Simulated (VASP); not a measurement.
An input for Quantum ESPRESSO's pw.x (written as the equivalent of a VASP run, and not itself run):

```
&CONTROL
  calculation = 'scf'
  pseudo_dir = './pseudo'
  outdir = './out'
  tprnfor = .true.
  tstress = .true.
/
&SYSTEM
  ibrav = 0
  nat = 1
  ntyp = 1
  ecutwfc = 82
  occupations = 'tetrahedra'
  input_dft = 'vdw-df-ob86'
/
&ELECTRONS
  conv_thr = 7.3e-09
  electron_maxstep = 100
/
ATOMIC_SPECIES
  Ag 107.868 Ag.upf
CELL_PARAMETERS angstrom
     0.0000000    2.0450000    2.0450000
     2.0450000    0.0000000    2.0450000
     2.0450000    2.0450000    0.0000000
ATOMIC_POSITIONS crystal
  Ag   0.0000000  0.0000000  0.0000000
K_POINTS automatic
  17 17 17 0 0 0
```

Q: Translate this input to VASP (INCAR, KPOINTS, POSCAR, choice of POTCAR).

A: One answer among several that fit: 
### KPOINTS
```
kpoints
0
gamma
 17 17 17
```

### INCAR
```
SYSTEM = Ag
PREC = Accurate; ENCUT = 520; LREAL = .False.
LASPH = .True.
EDIFF = 1E-7; NELM = 100; ALGO = Normal
LMAXMIX = 4
ISMEAR = -5
GGA = MK; LUSE_VDW = .True.; AGGAC = 0.0
PARAM1 = 0.1234; PARAM2 = 1.0
ISIF = 2
LWAVE = .False.; LCHARG = .True.; LORBIT = 11
NEDOS = 601
```

**POSCAR**
```
Ag
1
    0.0000000000     2.0450000000     2.0450000000
    2.0450000000     0.0000000000     2.0450000000
    2.0450000000     2.0450000000     0.0000000000
Ag
1
Direct
  0.0000000000   0.0000000000   0.0000000000
```

POTCAR, in this order: Ag (PBE.64 set). Program: vasp_std.

What does not carry over: the potentials are each code's own (VASP's PAW set, PseudoDojo norm-conserving files in pw.x), so ENCUT and ecutwfc are chosen apart and not converted; conv_thr bounds pw.x's estimated SCF error, while EDIFF bounds the energy change between steps.

The compound is Ag in the fcc structure. The cell was not relaxed at this level.
